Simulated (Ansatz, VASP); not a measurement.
# Os (Osmium) in two plane-wave programs

One calculation is typed for both programs; each brings its own data sets. How far apart do they land? The structure shown is the end of the Ansatz relaxation below.

Program: Ansatz 0.2.0. Level of theory: plane waves, with VASP 6.6.1 beside it; single point at PBEsol. Results are calculated unless marked as measured.

### 1. The structure

The structure is hexagonal, space group P6_3/mmc (No. 194). Conventional cell: a = 2.837 Å, b = 2.837 Å, c = 4.214 Å, α = 90.00°, β = 90.00°, γ = 120.00°. Os has 12 Os at 2.67 to 2.84 Å nearest.

### 2. Ansatz: relaxation, PBEsol

Ansatz runs on its PAW soft_1 files.

This run makes the geometry at which the two programs are then compared.

Contents of input.yaml:

```yaml
crystal:
  lattice:
    - [2.8369974624, 0.0, 0.0]
    - [-1.4184987312, 2.4569118729, 0.0]
    - [0.0, 0.0, 4.2383894557]
  atoms:
    - { symbol: Os, position: [0.3333333333, 0.6666666667, 0.25] }
    - { symbol: Os, position: [0.6666666667, 0.3333333333, 0.75] }
kpoints:
  mp_grid: { grid: [18, 18, 12] }
hamiltonian:
  xc: pbesol
  pseudopotentials: { kind: paw, azcp: { folder: soft_1 }, xc_functional: pbe }
scf:
  occupations: { method: methfessel_paxton, width: 0.2 }
output:
  forces: true
  stress: true
  eigenvalues: true
relax:
  adjacent_minimum: "off"
  f_tol: 0.001
  max_steps: 60
  cell: { stress_tol: 0.01, fix: [a, b, gamma] }
```

Started as:

```sh
$ ansatz run input.yaml --threads 4 --pin off --max-ram 10240MiB --backend cpu --events-out ev --progress --plain --runs-dir out
```

Numbers of over 12 decimals in the logs are rounded to 6 here.

Log:

```text
Engine: ansatz 0.2.0, aarch64-unknown-linux-gnu
Pseudopotentials: kind: paw
Pseudopotential: Os, paw, valence charge 16, recommended cutoff 420 eV (normal), soft_1/Os.paw.azcp
Functional definition: PBEsol
  exchange = pbesol_x
  correlation = pbesol_c
Crystal: 2 atoms, lattice volume = 29.543 Å³
Basis set: ecut = 420 eV, 579 PW (Γ), exchange–correlation on 40×40×60 points (8 copies of the dense FFT grid, shifted against one another)
Bands: 20, of which v1, the nominal top of the filled ones, is band 16 counted from 1 (15 counted from 0)
Symmetry: 24 space group operations
Space group: P63/mmc (ITA 194), of the structure as read, at distance tolerance 3.1e-5 Å
k-points: 259 of 3888
Non-local potential: Os, projectors of the file, l = 0: 3, l = 1: 2, l = 2: 2, l = 3: 1
PAW form: soft (Blöchl's): semilocal exchange-correlation on the pseudo side does not see the compensation charge
PAW frozen core: Os, regenerated for the run's functional, and the local potential with it (the file was generated under x = pbe(κ = 0.804, μ = 0.219515), c = pbe(β = 0.066725))
PAW one-centre angular grid: Os, 590 points (default); XC on 64 Gauss nodes
Initial density: superposition of atomic densities (chi_scale 0.1, normalization cell)
Initial wavefunctions: pseudopotential atomic-orbital guess
Functional: x = pbesol(κ = 0.804, μ = 0.123457), c = pbesol(β = 0.046)
SCF iter   1: F=—  HF=-22504.824818 eV  |F-HF|=—  |Δ(HF+E_count)|=         —  Δρ=6.29e-2  dr2=1.04e0  ethr=3.10e-3  ⟨swp⟩=4.7  Hψ=19906  notcnv=0
preconditioner: auto → none  [metal: Δε(μ)=0.014 eV  Ē_g=6.628 eV  σ=0.200 eV  W_gap=0.06  n_scr=8 (ndim 8)  ℏωp=27.3 eV  f_vac=0.000  D(μ)=1.23/eV (n_scr^D=8)  sad-step TF]
SCF iter   2: F=—  HF=-22504.551575 eV  |F-HF|=—  |Δ(HF+E_count)|=   2.73e-1  S|Δr|=    0.00e0  Δρ=3.58e-2  dr2=3.22e-1  ethr=3.10e-3  ⟨swp⟩=2.0  Hψ=8155  notcnv=0  defer=32
SCF iter   3: F=—  HF=-22504.442854 eV  |F-HF|=—  |Δ(HF+E_count)|=   1.09e-1  S|Δr|=    0.00e0  Δρ=1.88e-3  dr2=3.72e-4  ethr=1.01e-3  ⟨swp⟩=2.0  Hψ=8142  notcnv=0  defer=32
SCF iter   4: F=—  HF=-22504.442781 eV  |F-HF|=—  |Δ(HF+E_count)|=   7.34e-5  S|Δr|=    0.00e0  Δρ=3.01e-4  dr2=1.94e-5  ethr=1.16e-6  ⟨swp⟩=2.0  Hψ=9245  notcnv=0  defer=32
SCF iter   5: F=—  HF=-22504.442784 eV  |F-HF|=—  |Δ(HF+E_count)|=   3.50e-6  S|Δr|=    0.00e0  Δρ=6.48e-5  dr2=3.78e-7  ethr=6.05e-8  ⟨swp⟩=2.5  Hψ=8401  notcnv=0  defer=32
SCF iter   6: F=-22504.442784 eV  HF=-22504.442784 eV  |F-HF|=2.59e-8  |Δ(HF+E_count)|=   2.16e-7  S|Δr|=    0.00e0  Δρ=1.48e-5  dr2=4.61e-8  ethr=3.13e-10  ⟨swp⟩=5.7  Hψ=22685  notcnv=0
SCF 1 converged in 6 iterations: F = -22504.442784 eV  dr2 = 4.61e-8
  greatest PAW one-centre occupation: 1.000 electrons in one spin orbital (limit 2), on the Os atom at site 1 (counted from 0), in its partial waves of l = 0
relax step   1: F+E_penalty+E_count = -22504.44278442 eV  Δ(F+E_penalty+E_count) = +0.000e0 eV  max|allowed force component| = 1.295e-16 eV/Å  Δτ_max = 0.0000 Å  P = -20.749 GPa  Ω = 29.543 Å³  fix = [a, b, gamma]  reactions: a -28.898, b -28.898 GPa  (6 SCF iters, dr2 threshold 1.00e-7 eV, accepted)
[...]
relax step   2: F+E_penalty+E_count = -22504.43847497 eV  Δ(F+E_penalty+E_count) = +4.309e-3 eV  max|allowed force component| = 1.110e-16 eV/Å  Δτ_max = 0.0000 Å  P = -14.392 GPa  Ω = 29.088 Å³  energy of the carried Pulay correction = +2.799e-4 eV  fix = [a, b, gamma]  (4 SCF iters, dr2 threshold 2.00e-7 eV, rejected (line search))
[...]
relax step   3: F+E_penalty+E_count = -22504.44524548 eV  Δ(F+E_penalty+E_count) = -2.461e-3 eV  max|allowed force component| = 1.110e-16 eV/Å  Δτ_max = 0.0000 Å  P = -18.545 GPa  Ω = 29.379 Å³  energy of the carried Pulay correction = +1.006e-4 eV  fix = [a, b, gamma]  reactions: a -27.752, b -27.752 GPa  (7 SCF iters, accepted)
[...]
relax step   4: F+E_penalty+E_count = -22504.44525056 eV  Δ(F+E_penalty+E_count) = -5.078e-6 eV  max|allowed force component| = 4.163e-17 eV/Å  Δτ_max = 0.0000 Å  P = -18.478 GPa  Ω = 29.374 Å³  energy of the carried Pulay correction = +1.036e-4 eV  fix = [a, b, gamma]  reactions: a -27.716, b -27.716 GPa  (2 SCF iters, dr2 threshold 4.41e-8 eV, accepted)
[...]
relax step   5: F+E_penalty+E_count = -22504.44514278 eV  Δ(F+E_penalty+E_count) = +1.078e-4 eV  max|allowed force component| = 4.626e-17 eV/Å  Δτ_max = 0.0000 Å  P = -18.474 GPa  Ω = 29.374 Å³  fix = [a, b, gamma]  reactions: a -27.713, b -27.713 GPa  stress off target by 3.19e-3 GPa on what of the cell is left free  SCF on the basis re-selected at this cell (its energy is not comparable with the rows above)  (5 SCF iters)
basis re-selected at this cell: Δ(F+E_penalty+E_count) = +1.078e-4 eV, ΔP = +0.004 GPa vs the last step (what re-selecting the basis moved, of the pressure what is left beyond the Pulay correction that the steps carried, after the strain that the cell walked since its last selection, with what the two solves' SCF thresholds leave and, on support functions, any second-order correction that the steps lacked; it is no m [...]
SCF converged after 5 iterations
Stability not checked: this state was not tested for a lower state beside it, because cold or Methfessel-Paxton smearing, or corrected tetrahedra, fill the levels in a way that the test cannot read (fill_not_monotonic; see scf.lower_state_search)
Free energy (F): -22504.445143 eV
Harris-Foulkes:  -22504.445143 eV  (|F-HF|=1.09e-11)
Internal energy: -22504.444833 eV  (E = F + TS)
E sigma→0 (E₀):  -22504.445065 eV
Entropy (-TS):   -0.000310 eV (-0.155 meV/atom)
Fermi energy:    24.371183 eV
--- Per-component energies (eV) ---
  E_band       = -178.552696
  E_kinetic    = 979.929163
  E_local      = -1931.808223  (includes V_loc(G=0)·N_el)
  E_nonlocal   = 397.775851
  E_hartree    = 684.567791
  E_xc         = -463.807183
  E_vxc        = -490.157273  (∫ρ·V_xc dr)
  E_paw        = -17829.168311  (= ΣΔE_a)
  E_vpaw       = -503.428689  (= ΣTr[D̂ρ^β])
  E_aug_tail   = 0.000899  (compensation charges beyond the density's cutoff)
  E_ewald      = -4342.430816
  E_core_change = 0.495995  (= ΣΔE_core)
  E_smearing   = -0.000310  (= −TS)
  E_closure    = 0.000000  (closes the sum)
  Σ components = -22504.445143   (vs F -22504.445143, Δ=0.00e0)
--- Forces (eV/Å), atoms counted from 1 ---
  atom   1  Os     0.00000000    -0.00000000    -0.00000000
  atom   2  Os     0.00000000     0.00000000     0.00000000
  max |Σ_I F_I| component: 1.85e-17 eV/Å
--- Stress (GPa, compression-positive) ---
      -27.712660       0.000000      -0.000000
        0.000000     -27.712660      -0.000000
       -0.000000      -0.000000       0.003186
  P = ⅓ Tr σ = -18.4740 GPa (-184.740 kbar)
--- Band table (eV; the first three rows and the last of 259) ---
  k-point 0: bands = [... 12 lower, 22.3527, 22.3527, 22.3665, 22.3665, 22.4009, 25.0513, 25.9228, 25.9228]
  k-point 1: bands = [... 12 lower, 22.2722, 22.2722, 22.3388, 22.5703, 22.5703, 24.7206, 25.9599, 25.9599]
  k-point 2: bands = [... 12 lower, 22.0599, 22.0599, 22.1629, 23.0219, 23.0219, 23.9125, 26.0328, 26.0328]
  k-point 258: bands = [... 12 lower, 21.1138, 21.1138, 23.1743, 23.1743, 25.5828, 25.5828, 31.9535, 31.9535]
--- Relaxed structure (4 steps of the walk, 3 accepted, 1 SCFs on fresh bases) ---
  F+E_penalty+E_count = -22504.44514278 eV   max|allowed force component| = 4.626e-17 eV/Å   (the final SCF, on the basis selected at the relaxed cell)
  cell:  # Å, volume = 29.3736 Å³
    - [2.836997, 0, 3.0032954365012906e-19]
    - [-1.418499, 2.456912, -1.5016477182506438e-19]
    - [4.486833660992247e-19, 0, 4.214141]
  atoms:
    - { symbol: Os, position: [0.333333, 0.666667, 0.25] }
    - { symbol: Os, position: [0.666667, 0.333333, 0.750000] }
```

In the SCF lines HF is the Harris–Foulkes energy and dr2 the Hartree energy of the density residual, in eV; the loop may stop once dr2 is under the threshold and the program's other checks hold. Hψ counts applications of the Hamiltonian.

### 3. VASP: single point, PBEsol, pair 1

The same cell, functional, mesh and smearing now go to VASP, with its own data sets.

Lines of VASP's logs that name or quote its potential files are left out, and so is its time.

Contents of INCAR:

```
SYSTEM = Os
PREC = Accurate
ENCUT = 600
EDIFF = 1E-06
NELM = 120
ISMEAR = 1
SIGMA = 0.2
LREAL = .FALSE.
ALGO = Normal
GGA = PS
NBANDS = 14
LASPH = .TRUE.
LORBIT = 11
LWAVE = .FALSE.
LCHARG = .FALSE.
ISIF = 2
GGA_COMPAT = .FALSE.
KPAR = 2
```

Contents of POSCAR:

```
Os
1.0
    2.8369974624      0.0000000000      0.0000000000
   -1.4184987312      2.4569118729      0.0000000000
    0.0000000000      0.0000000000      4.2141411728
Os
2
Direct
    0.3333333333      0.6666666667      0.2500000000
    0.6666666667      0.3333333333      0.7500000000
```

Contents of KPOINTS:

```
Automatic mesh
0
Gamma
18 18 12
0 0 0
```

Potentials, in the order of the species: Os (PBE family, release 64).

Started as:

```sh
$ mpirun -np 2 vasp_std
```

Log:

```text
[banner, memory and clock lines left out]
running    2 mpi-ranks, on    1 nodes
 distrk:  each k-point on    1 cores,    2 groups
 distr:  one band on    1 cores,    1 groups

 POSCAR found type information on POSCAR Os
 POSCAR found :  1 types and       2 ions
|                                                                             |
|               ----> ADVICE to this user running VASP <----                  |
|                                                                             |
|     You enforced a specific xc type in the INCAR file but a different       |
|     [... a line on the potential file left out ...]
|     I HOPE YOU KNOW WHAT YOU ARE DOING!                                     |
|                                                                             |

 LDA part: xc-table for (Slater+PW92), standard interpolation
 POSCAR, INCAR and KPOINTS ok, starting setup
 FFT: planning ... GRIDC
 FFT: planning ... GRID_SOFT
 FFT: planning ... GRID
 WAVECAR not read
 entering main loop
       N       E                     dE             d eps       ncg     rms          rms(c)
DAV:   1     0.111692158981E+03    0.11169E+03   -0.81461E+03  7252   0.123E+03
DAV:   2    -0.193409698649E+02   -0.13103E+03   -0.11534E+03  7422   0.360E+02
DAV:   3    -0.258158633989E+02   -0.64749E+01   -0.61044E+01  9456   0.685E+01
DAV:   4    -0.258982115162E+02   -0.82348E-01   -0.81909E-01  7840   0.817E+00
DAV:   5    -0.258987028058E+02   -0.49129E-03   -0.49114E-03  9344   0.569E-01    0.216E+01
DAV:   6    -0.246184797499E+02    0.12802E+01   -0.13328E+00  8836   0.101E+01    0.915E+00
DAV:   7    -0.242886877527E+02    0.32979E+00   -0.76279E-01  9252   0.752E+00    0.471E-01
DAV:   8    -0.242821357487E+02    0.65520E-02   -0.68350E-03  7410   0.637E-01    0.306E-01
DAV:   9    -0.242791441992E+02    0.29915E-02   -0.15279E-03  8596   0.420E-01    0.575E-02
DAV:  10    -0.242791579039E+02   -0.13705E-04   -0.62437E-05  9036   0.745E-02    0.147E-02
DAV:  11    -0.242791442859E+02    0.13618E-04   -0.35524E-06  8142   0.180E-02    0.180E-03
DAV:  12    -0.242791433276E+02    0.95824E-06   -0.16953E-07  4346   0.518E-03
   1 F= -.24279143E+02 E0= -.24279063E+02  d E =-.241484E-03
```

Parts of OUTCAR (step 3):

```text
ion  position               nearest neighbor table
   1  0.333  0.667  0.250-   2 2.67   2 2.67   2 2.67   2 2.67   2 2.67   2 2.67
   2  0.667  0.333  0.750-   1 2.67   1 2.67   1 2.67   1 2.67   1 2.67   1 2.67

  LATTYP: Found a hexagonal cell.
 ALAT       =     2.8369974624
 C/A-ratio  =     1.4854229617

 Subroutine GETGRP returns: Found 24 space group operations
 (whereof 12 operations were pure point group operations)

The static configuration has the point symmetry D_3d.
 The point group associated with its full space group is D_6h.

 Found    259 irreducible k-points:

   k-points           NKPTS =    259   k-points in BZ     NKDIM =    259   number of bands    NBANDS=     14

   dimension x,y,z NGX =    24 NGY =   24 NGZ =   36
   dimension x,y,z NGXF=    48 NGYF=   48 NGZF=   72

   ENCUT  =  600.0 eV  44.10 Ry    6.64 a.u.   5.67  5.67  8.42*2*pi/ulx,y,z

   NELECT =      16.0000    total number of electrons

 k-points in reciprocal lattice and weights: Automatic mesh
   0.00000000  0.00000000  0.00000000       0.000
   0.05555556  0.00000000  0.00000000       0.002
   0.11111111  0.00000000  0.00000000       0.002
   0.16666667 -0.00000000  0.00000000       0.002
   0.22222222 -0.00000000  0.00000000       0.002
   0.27777778  0.00000000  0.00000000       0.002
   0.33333333 -0.00000000  0.00000000       0.002
   0.38888889 -0.00000000  0.00000000       0.002
   0.44444444 -0.00000000  0.00000000       0.002
[...]
0.33333333  0.27777778  0.50000000       0.003
   0.33333333  0.33333333  0.50000000       0.001

 average (electrostatic) potential at core
       1 -43.8087       2 -43.8087

 E-fermi :   8.6005

 k-point     1 :       0.0000    0.0000    0.0000
  band No.  band energies     occupation
    ...
      5       6.5839      2.00000
      6       6.5839      2.00000
      7       6.5977      2.00000
      8       6.5977      2.00000
      9       6.6297      2.00000
     10       9.2958     -0.00001
     11      10.1477     -0.00000
     12      10.1477     -0.00000
     13      17.8283      0.00000
     14      22.3473      0.00000

 k-point     2 :       0.0556    0.0000    0.0000
  band No.  band energies     occupation
    ...
      6       6.5178      2.00000
      7       6.5235      2.00000
      8       6.6715      2.00000
      9       6.7995      2.00000
     10       8.5152      1.65448
     11      10.2140     -0.00000
     12      11.0974     -0.00000
     13      17.8310      0.00000
     14      22.5686      0.00000

 k-point     3 :       0.1111    0.0000    0.0000
  band No.  band energies     occupation
    ...
      6       6.3045      2.00000
      7       6.3656      2.00000
      8       6.9298      2.00000
      9       7.1498      2.00000
     10       7.7163      2.00000
     11      10.3871     -0.00000
     12      12.4671     -0.00000
     13      17.8183      0.00000
     14      23.1571      0.00000

  Total       -5.0524330     -5.0524330     -0.0274725     -0.0000000      0.0000000      0.0000000
  in kB     -275.5837093   -275.5837093     -1.4984821     -0.0000000      0.0000000      0.0000000
  external PRESSURE =    -184.2219669 kB  Pullay stress =       0.0000000 kB

  energy-cutoff  :      600.00
  volume of cell :       29.37
      direct lattice vectors                 reciprocal lattice vectors
     2.836997462  0.000000000  0.000000000     0.352485335  0.203507503  0.000000000
    -1.418498731  2.456911873  0.000000000     0.000000000  0.407015006  0.000000000
     0.000000000  0.000000000  4.214141173     0.000000000  0.000000000  0.237296274

 POSITION                                       TOTAL-FORCE (eV/Angst)
 -----------------------------------------------------------------------------------
     -0.00000      1.63794      1.05354        -0.000000      0.000000      0.000000
      1.41850      0.81897      3.16061         0.000000     -0.000000      0.000000
 -----------------------------------------------------------------------------------
    total drift:                                0.000000     -0.000000     -0.000000

  FREE ENERGIE OF THE ION-ELECTRON SYSTEM (eV)
  ---------------------------------------------------
  free  energy   TOTEN  =       -24.2791433276 eV

  energy  without entropy=      -24.2789018434  energy(sigma->0) =      -24.27906283

 total charge
# of ion       s       p       d       tot
------------------------------------------
    1        0.638   0.732   5.956   7.326
    2        0.638   0.732   5.956   7.326
--------------------------------------------------
tot          1.275   1.465  11.913  14.652

[... 3 further parts left out ...]
```

The run ends at a pressure of -18.42 GPa.

### 4. Differences

Known differences besides the potentials themselves: the data sets hold 32 valence electrons in Ansatz (on its PAW soft_1 files) and 16 in VASP; the cutoff is 420 eV in Ansatz and 600 eV in VASP; Ansatz makes its cores anew for this functional, VASP keeps those of its PBE data sets; Ansatz's pressure holds a Pulay correction, VASP's none. Total energies have different zeros and are not compared.

The two programs side by side:

| quantity | Ansatz | VASP | difference |
| --- | --- | --- | --- |
| pressure (GPa) | -18.47 | -18.42 | -0.05 |

### 5. Ansatz: relaxation, PBEsol

This run makes the geometry at which the two programs are then compared. The cell compared in this pair holds 27.27 Å³, against 29.37 Å³ for the pair before.

The structure compared here is the end of the Ansatz relaxation.

input.yaml, the sections that differ from step 2:

```yaml
crystal:
  lattice:
    - [2.7498940438, 0.0, 0.0]
    - [-1.3749470219, 2.3814780996, 0.0]
    - [0.0, 0.0, 4.1387205324]
  atoms:
    - { symbol: Os, position: [0.3333333329, 0.6666666671, 0.25] }
    - { symbol: Os, position: [0.6666666671, 0.3333333329, 0.75] }
relax:
  adjacent_minimum: "off"
  f_tol: 0.001
  max_steps: 60
  cell: { stress_tol: 0.01, fix: [c, angles] }
# kpoints, hamiltonian, scf, output: as in step 2
```

Started as:

```sh
$ ansatz run input.yaml --threads 4 --pin off --max-ram 10240MiB --backend cpu --events-out ev --progress --plain --runs-dir out
```

Log:

```text
[...]
k-point 636: bands = [... 12 lower, 25.1298, 25.1298, 26.4246, 26.4246, 28.8299, 28.8299, 29.9983, 29.9983]
--- Relaxed structure (4 steps of the walk, 3 accepted, 1 SCFs on fresh bases) ---
[...]
cell:  # Å, volume = 27.2702 Å³
    - [2.758329, -4.360594360698439e-19, 0]
    - [-1.379165, 2.388783, 0]
    - [0, 0, 4.1387205324]
  atoms:
    - { symbol: Os, position: [0.333333, 0.666667, 0.250000] }
    - { symbol: Os, position: [0.666667, 0.333333, 0.750000] }
[key lines of the parts left out:]
SCF converged after 5 iterations
Free energy (F): -22504.544684 eV
Fermi energy:    26.660587 eV
P = ⅓ Tr σ = 10.8979 GPa (108.979 kbar)
```

### 6. VASP: single point, PBEsol, pair 2

The same cell, functional, mesh and smearing now go to VASP, with its own data sets.

INCAR is that of step 3.

Contents of POSCAR:

```
Os
1.0
    2.7583290884      0.0000000000      0.0000000000
   -1.3791645442      2.3887830625      0.0000000000
    0.0000000000      0.0000000000      4.1387205324
Os
2
Direct
    0.3333333337      0.6666666663      0.2500000000
    0.6666666663      0.3333333337      0.7500000000
```

KPOINTS is that of step 3.

Started as:

```sh
$ mpirun -np 2 vasp_std
```

Log:

```text
[banner, memory and clock lines left out]
running    2 mpi-ranks, on    1 nodes
[...]
[... a notice as in an earlier step ...]

 LDA part: xc-table for (Slater+PW92), standard interpolation
 POSCAR, INCAR and KPOINTS ok, starting setup
[...]
entering main loop
       N       E                     dE             d eps       ncg     rms          rms(c)
DAV:   1     0.116403166913E+03    0.11640E+03   -0.82193E+03  7252   0.124E+03
DAV:   2    -0.195869438759E+02   -0.13599E+03   -0.11977E+03  7390   0.369E+02
DAV:   3    -0.257990157947E+02   -0.62121E+01   -0.58953E+01  9532   0.696E+01
DAV:   4    -0.258694449799E+02   -0.70429E-01   -0.70167E-01  7816   0.742E+00
[...]
DAV:  10    -0.243727687751E+02   -0.12663E-04   -0.74485E-05  9064   0.795E-02    0.107E-02
DAV:  11    -0.243727532660E+02    0.15509E-04   -0.36675E-06  8018   0.201E-02    0.181E-03
DAV:  12    -0.243727522853E+02    0.98061E-06   -0.14086E-07  4376   0.437E-03
   1 F= -.24372752E+02 E0= -.24372844E+02  d E =0.273840E-03
```

[end of part 1 of 2]

[Lines on the potential files, build, host, timing and source positions are cut from VASP's logs without a mark.]

[Logs are printed without paths, hosts, clocks, repeated set-up lines and the standing remarks that a program may print on its own settings, such as how far it seeks lower states.]

[Hosts, paths, dates, database ids (printed as entryN), source tags and the programs' standing remarks are cut or masked in the printed files.]
